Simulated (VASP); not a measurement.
**SnSe2: input slips in a relaxation and what they do**

Aim: see how common mistakes in a VASP relaxation show up, on SnSe2. The starting structure is a measured crystal structure from the Crystallography Open Database.

Main program and level: VASP 6.6.1; Kohn-Sham DFT with plane waves and PAW; PBEsol.

## Step 1: The structure

Symmetry: P-3m1, No. 164, trigonal system. The conventional cell has a = 3.811 Å, b = 3.811 Å, c = 6.141 Å, α = 90.00°, β = 90.00°, γ = 120.00°. Nearest to Sn lie 6 Se at 2.68 Å. Nearest to Se lie 3 Sn at 2.68 Å. Farther neighbours and most contacts between anions are not listed.

As a file:

```
Sn Se
1.0
     3.81080    0.00000    0.00000
    -1.90540    3.30025    0.00000
     0.00000    0.00000    6.14100
Sn Se
1 2
Direct
  0.00000 0.00000 0.00000
  0.66667 0.33333 0.75080
  0.33333 0.66667 0.24920
```

## Step 2: Reference relaxation

Contents of INCAR:

```
SYSTEM = SnSe2
PREC = Accurate
ENCUT = 450
EDIFF = 1E-06
NELM = 100
ISMEAR = 0
SIGMA = 0.03
LREAL = .FALSE.
ALGO = Normal
GGA = PS
NBANDS = 19
LORBIT = 11
LWAVE = .FALSE.
LCHARG = .FALSE.
KPAR = 2
IBRION = 2
NSW = 50
ISIF = 3
EDIFFG = -0.01
```

Contents of POSCAR:

```
SnSe2
1.0
    3.8108000000      0.0000000000      0.0000000000
   -1.9054000000      3.3002496087      0.0000000000
    0.0000000000      0.0000000000      6.1410000000
Sn Se
1 2
Direct
    0.0000000000      0.0000000000      0.0000000000
    0.6666666667      0.3333333333      0.7508000000
    0.3333333333      0.6666666667      0.2492000000
```

Contents of KPOINTS:

```
Automatic mesh
0
Gamma
6 6 4
0 0 0
```

PAW data sets: Sn_d and Se (PBE family, release 64).

On the command line:

```sh
$ mpirun -np 2 vasp_std
```

Log:

```text
[banner, memory and clock lines left out]
running    2 mpi-ranks, on    1 nodes
 distrk:  each k-point on    1 cores,    2 groups
 distr:  one band on    1 cores,    1 groups

 POSCAR found type information on POSCAR SnSe
 POSCAR found :  2 types and       3 ions
|                                                                             |
|               ----> ADVICE to this user running VASP <----                  |
|                                                                             |
|     You enforced a specific xc type in the INCAR file but a different       |
|     [... a line on the potential file left out ...]
|     I HOPE YOU KNOW WHAT YOU ARE DOING!                                     |
|                                                                             |

 LDA part: xc-table for (Slater+PW92), standard interpolation
 POSCAR, INCAR and KPOINTS ok, starting setup
 FFT: planning ... GRIDC
 FFT: planning ... GRID_SOFT
 FFT: planning ... GRID
 WAVECAR not read
 entering main loop
       N       E                     dE             d eps       ncg     rms          rms(c)
DAV:   1     0.189799081638E+03    0.18980E+03   -0.11383E+04   920   0.141E+03
DAV:   2     0.812248335548E+01   -0.18168E+03   -0.17636E+03   950   0.359E+02
DAV:   3    -0.125225317945E+02   -0.20645E+02   -0.20250E+02  1111   0.112E+02
DAV:   4    -0.132062672231E+02   -0.68374E+00   -0.68263E+00  1113   0.213E+01
DAV:   5    -0.132217016090E+02   -0.15434E-01   -0.15433E-01  1273   0.333E+00    0.518E+00
DAV:   6    -0.129660878951E+02    0.25561E+00   -0.47440E-01  1357   0.812E+00    0.328E+00
DAV:   7    -0.129354417806E+02    0.30646E-01   -0.16094E-01  1156   0.292E+00    0.883E-01
DAV:   8    -0.129332878164E+02    0.21540E-02   -0.12395E-02  1181   0.118E+00    0.266E-01
DAV:   9    -0.129333476131E+02   -0.59797E-04   -0.12066E-03  1024   0.260E-01    0.770E-02
DAV:  10    -0.129333518759E+02   -0.42628E-05   -0.90883E-05  1189   0.646E-02    0.285E-02
DAV:  11    -0.129333662069E+02   -0.14331E-04   -0.21195E-05   993   0.272E-02    0.491E-03
DAV:  12    -0.129333666612E+02   -0.45426E-06   -0.11596E-06   848   0.880E-03
   1 F= -.12933367E+02 E0= -.12933367E+02  d E =-.129334E+02
[... from here on, the cycles between the ionic steps are left out ...]
   2 F= -.12944516E+02 E0= -.12944516E+02  d E =-.111494E-01
   3 F= -.12964263E+02 E0= -.12964263E+02  d E =-.308962E-01
   4 F= -.12964260E+02 E0= -.12964260E+02  d E =-.308931E-01
   5 F= -.12966531E+02 E0= -.12966531E+02  d E =-.227071E-02
   6 F= -.12967063E+02 E0= -.12967063E+02  d E =-.280284E-02
   7 F= -.12967078E+02 E0= -.12967078E+02  d E =-.281857E-02
   8 F= -.12967080E+02 E0= -.12967080E+02  d E =-.282019E-02
   9 F= -.12967209E+02 E0= -.12967209E+02  d E =-.129128E-03
  10 F= -.12967460E+02 E0= -.12967460E+02  d E =-.380203E-03
  11 F= -.12967331E+02 E0= -.12967331E+02  d E =-.250562E-03
  12 F= -.12967511E+02 E0= -.12967511E+02  d E =-.430918E-03
  13 F= -.12967542E+02 E0= -.12967542E+02  d E =-.315164E-04
  14 F= -.12967635E+02 E0= -.12967635E+02  d E =-.123847E-03
  15 F= -.12967808E+02 E0= -.12967808E+02  d E =-.296677E-03
  16 F= -.12968107E+02 E0= -.12968107E+02  d E =-.595701E-03
  17 F= -.12968502E+02 E0= -.12968502E+02  d E =-.991447E-03
  18 F= -.12968350E+02 E0= -.12968350E+02  d E =-.839017E-03
 curvature:   4.37 expect dE= 0.813E-03 dE for cont linesearch  0.139E-03
 ZBRENT: bracketing found
 ZBRENT: interpolating
 opt :   1.8321  next Energy=   -12.968600 (dE=-0.109E-02)
 bond charge predicted
       N       E                     dE             d eps       ncg     rms          rms(c)
DAV:   1    -0.129809266923E+02   -0.12577E-01   -0.62729E-01  1055   0.798E+00    0.625E-01
DAV:   2    -0.129723136817E+02    0.86130E-02   -0.41112E-02  1192   0.236E+00    0.334E-01
DAV:   3    -0.129688495433E+02    0.34641E-02   -0.69501E-03  1173   0.112E+00    0.102E-01
DAV:   4    -0.129686378461E+02    0.21170E-03   -0.79937E-04  1320   0.252E-01    0.410E-02
DAV:   5    -0.129686075612E+02    0.30285E-04   -0.59686E-05  1348   0.724E-02    0.130E-02
DAV:   6    -0.129686059677E+02    0.15935E-05   -0.93175E-06  1029   0.294E-02    0.370E-03
DAV:   7    -0.129686061218E+02   -0.15407E-06   -0.59822E-07   555   0.603E-03
  19 F= -.12968606E+02 E0= -.12968606E+02  d E =-.109522E-02
 curvature:  -3.06 expect dE=-0.570E-04 dE for cont linesearch -0.156E-06
 trial: gam=-0.03006 g(F)=  0.665E-05 g(S)=  0.120E-04 ort =-0.235E-04 (trialstep = 0.389E+00)
 search vector abs. value=  0.298E-04
 reached required accuracy - stopping structural energy minimisation
```

It took 2.1 min on 2 MPI ranks of Intel Xeon Platinum 8259CL at 2.50GHz (Skylake/Cascade Lake), shared host; peak memory 0.38 GiB; 3.8 min of CPU time.

Lines that name or quote the potential files are left out of all logs, and their timing lines are given in words.

Parts of OUTCAR (step 2):

```text
ion  position               nearest neighbor table
   1  0.000  0.000  0.000-   2 2.68   3 2.68   3 2.68   2 2.68   2 2.68   3 2.68
   2  0.667  0.333  0.751-   1 2.68   1 2.68   1 2.68
   3  0.333  0.667  0.249-   1 2.68   1 2.68   1 2.68

  LATTYP: Found a hexagonal cell.
 ALAT       =     3.8108000000
 C/A-ratio  =     1.6114726567

 Subroutine GETGRP returns: Found 12 space group operations
 (whereof 12 operations were pure point group operations)

The static configuration has the point symmetry D_3d.

 Found     24 irreducible k-points:

   k-points           NKPTS =     24   k-points in BZ     NKDIM =     24   number of bands    NBANDS=     19

   dimension x,y,z NGX =    28 NGY =   28 NGZ =   42
   dimension x,y,z NGXF=    56 NGYF=   56 NGZF=   84

   ENCUT  =  450.0 eV  33.07 Ry    5.75 a.u.   6.59  6.59 10.62*2*pi/ulx,y,z

   NELECT =      26.0000    total number of electrons

 k-points in reciprocal lattice and weights: Automatic mesh
   0.00000000  0.00000000  0.00000000       0.007
   0.16666667  0.00000000  0.00000000       0.042
   0.33333333 -0.00000000  0.00000000       0.042
   0.50000000 -0.00000000  0.00000000       0.021
   0.16666667  0.16666667  0.00000000       0.042
   0.33333333  0.16666667  0.00000000       0.083
   0.33333333  0.33333333  0.00000000       0.014
   0.00000000  0.00000000  0.25000000       0.014
   0.16666667  0.00000000  0.25000000       0.042
[...]
0.33333333  0.16666667  0.50000000       0.083
   0.33333333  0.33333333  0.50000000       0.014

 average (electrostatic) potential at core
       1-102.5278       2 -53.3697       3 -53.3697

 E-fermi :   4.1813

 k-point     1 :       0.0000    0.0000    0.0000
  band No.  band energies     occupation
    ...
      9       3.4450      2.00000
     10       3.4450      2.00000
     11       3.6810      2.00000
     12       3.6810      2.00000
     13       3.9345      2.00000
     14       4.8721      0.00000
     15       6.9774      0.00000
     16       8.6013      0.00000
     17       8.6013      0.00000
     18      12.0306      0.00000
    ...

 k-point     2 :       0.1667    0.0000    0.0000
  band No.  band energies     occupation
    ...
      9       1.4079      2.00000
     10       2.4545      2.00000
     11       2.6290      2.00000
     12       3.9609      2.00000
     13       3.9653      2.00000
     14       6.1606      0.00000
     15       7.6155      0.00000
     16       8.6699      0.00000
     17       8.9933      0.00000
     18      11.0953      0.00000
    ...

 k-point     3 :       0.3333   -0.0000    0.0000
  band No.  band energies     occupation
    ...
      9      -0.0014      2.00000
     10       1.0919      2.00000
     11       1.8113      2.00000
     12       3.3433      2.00000
     13       3.8509      2.00000
     14       5.4624      0.00000
     15       7.7896      0.00000
     16       9.2223      0.00000
     17       9.5439      0.00000
     18      10.3416      0.00000
    ...

  Total        0.0121757      0.0121757     -0.0211739     -0.0000000      0.0000000     -0.0000000
  in kB        0.2510025      0.2510025     -0.4365028     -0.0000000      0.0000000     -0.0000000
  external PRESSURE =       0.0218340 kB  Pullay stress =       0.0000000 kB

  energy-cutoff  :      450.00
  volume of cell :       77.72
      direct lattice vectors                 reciprocal lattice vectors
     3.823349610  0.000000000 -0.000000000     0.261550761  0.151006402  0.000000000
    -1.911674805  3.311117890 -0.000000000    -0.000000000  0.302012805 -0.000000000
    -0.000000000  0.000000000  6.139119522     0.000000000  0.000000000  0.162889808

 POSITION                                       TOTAL-FORCE (eV/Angst)
 -----------------------------------------------------------------------------------
      0.00000      0.00000     -0.00000         0.000000      0.000000      0.000000
      1.91167      1.10371      4.55258        -0.000000      0.000000      0.008301
     -0.00000      2.20741      1.58654         0.000000     -0.000000     -0.008301
 -----------------------------------------------------------------------------------
    total drift:                                0.000000      0.000000     -0.000000

  FREE ENERGIE OF THE ION-ELECTRON SYSTEM (eV)
  ---------------------------------------------------
  free  energy   TOTEN  =       -12.9686061218 eV

  energy  without entropy=      -12.9686061218  energy(sigma->0) =      -12.96860612

 reached required accuracy - stopping structural energy minimisation

 total charge
# of ion       s       p       d       tot
------------------------------------------
    1        1.061   1.025  10.098  12.185
    2        1.487   2.291   0.028   3.806
    3        1.487   2.291   0.028   3.806
--------------------------------------------------
tot          4.036   5.607  10.153  19.796

[... 3 further parts left out ...]
```

CONTCAR:

```
SnSe2
   1.00000000000000
     3.8233496099307267    0.0000000000000002   -0.0000000000000001
    -1.9116748049653631    3.3111178897072038   -0.0000000000000001
    -0.0000000000000000    0.0000000000000000    6.1391195223810913
  Sn              Se
     1     2
Direct
     0.0000000000000000    0.0000000000000000    0.0000000000000000
     0.6666666667000030    0.3333333332999970    0.7415690533965382
     0.3333333332999970    0.6666666667000030    0.2584309466034619
```

Logs of long relaxations may skip ionic steps without a mark.

The PAW data sets were made with PBE, which is usual practice but a small mismatch for other functionals. The run keeps the 12 symmetry operations of its start, so it cannot find a distortion of lower symmetry.

The reference relaxation ends at 25.906 Å³ an atom.

## Step 3: Relaxation with too few ionic steps

A slip made on purpose: too few ionic steps. Against step 2 the input has NSW = 2 (also changed: NELM).

INCAR, as its differences from that of step 2:

```diff
@@ -4,3 +4,3 @@
 EDIFF = 1E-06
-NELM = 100
+NELM = 60
 ISMEAR = 0
@@ -16,3 +16,3 @@
 IBRION = 2
-NSW = 50
+NSW = 2
 ISIF = 3
```

POSCAR is that of step 2.

KPOINTS is that of step 2.

On the command line:

```sh
$ mpirun -np 2 vasp_std
```

Log:

```text
[banner, memory and clock lines left out]
running    2 mpi-ranks, on    1 nodes
[...]
[... a notice as in an earlier step ...]

 LDA part: xc-table for (Slater+PW92), standard interpolation
 POSCAR, INCAR and KPOINTS ok, starting setup
[...]
entering main loop
       N       E                     dE             d eps       ncg     rms          rms(c)
[... 12 cycles as in an earlier step ...]
   1 F= -.12933367E+02 E0= -.12933367E+02  d E =-.129334E+02
[...]
N       E                     dE             d eps       ncg     rms          rms(c)
[... 9 cycles as in an earlier step ...]
   2 F= -.12944516E+02 E0= -.12944516E+02  d E =-.111494E-01
 trial-energy change:   -0.011149  1 .order   -0.014425   -0.115264    0.086414
 step:   0.5474(harm=  0.5715)  dis= 0.01562  next Energy=   -12.964376 (dE=-0.310E-01)
```

Wall time 19 s (2 MPI ranks); peak memory 0.36 GiB.

From OUTCAR (step 3):

```text
  Total       -1.1933215     -1.1933215     -1.1610829      0.0000000      0.0000000     -0.0000000
  in kB      -23.3256093    -23.3256093    -22.6954483      0.0000000      0.0000000     -0.0000000
  external PRESSURE =     -23.1155556 kB  Pullay stress =       0.0000000 kB

 POSITION                                       TOTAL-FORCE (eV/Angst)
 -----------------------------------------------------------------------------------
      3.87119     -0.00000     -0.00000        -0.000000      0.000000      0.000000
      1.93559      1.11752      4.71242        -0.000000     -0.000000      0.272982
     -0.00000      2.23503      1.60320         0.000000      0.000000     -0.272982
 -----------------------------------------------------------------------------------
    total drift:                                0.000000      0.000000     -0.000000

  FREE ENERGIE OF THE ION-ELECTRON SYSTEM (eV)
  ---------------------------------------------------
  free  energy   TOTEN  =       -12.9445160183 eV

  energy  without entropy=      -12.9445160183  energy(sigma->0) =      -12.94451602

[... 1 part as in an earlier step ...]

[... 2 further parts left out ...]
[key lines of the parts left out:]
E-fermi :   3.5595
```

The relaxation used up its 2 ionic steps (NSW) before forces and stress met EDIFFG.

## Step 4: Relaxation with a functional's name that the tag doesn't take

A slip made on purpose: a functional's name that the tag doesn't take. Against step 2 the input has GGA = PBESOL (also changed: NELM).

INCAR, as its differences from that of step 3:

```diff
@@ -9,3 +9,3 @@
 ALGO = Normal
-GGA = PS
+GGA = PBESOL
 NBANDS = 19
@@ -16,3 +16,3 @@
 IBRION = 2
-NSW = 2
+NSW = 50
 ISIF = 3
```

POSCAR is that of step 3.

KPOINTS is that of step 3.

On the command line:

```sh
$ mpirun -np 2 vasp_std
```

Log:

```text
[banner, memory and clock lines left out]
running    2 mpi-ranks, on    1 nodes
[...]
|                                                                             |
|     EEEEEEE  RRRRRR   RRRRRR   OOOOOOO  RRRRRR      ###     ###     ###     |
|     E        R     R  R     R  O     O  R     R     ###     ###     ###     |
|     E        R     R  R     R  O     O  R     R     ###     ###     ###     |
|     EEEEE    RRRRRR   RRRRRR   O     O  RRRRRR       #       #       #      |
|     E        R   R    R   R    O     O  R   R                               |
|     E        R    R   R    R   O     O  R    R      ###     ###     ###     |
|     EEEEEEE  R     R  R     R  OOOOOOO  R     R     ###     ###     ###     |
|                                                                             |
|     Error: One of the selected functionals does not exist.                  |
|                                                                             |
|       ---->  I REFUSE TO CONTINUE WITH THIS SICK JOB ... BYE!!! <----       |
|                                                                             |

1
1
```

The job ended after 2.6 s (2 MPI ranks).

VASP stopped with this message: “Error: One of the selected functionals does not exist”.

[end of part 1 of 2]

[Lines on the potential files, build, host, timing and source positions are cut from VASP's logs without a mark.]

[Logs are printed without paths, hosts, clocks, repeated set-up lines and the standing remarks that a program may print on its own settings, such as how far it seeks lower states.]

[Hosts, paths, dates, database ids (printed as entryN), source tags and the programs' standing remarks are cut or masked in the printed files.]
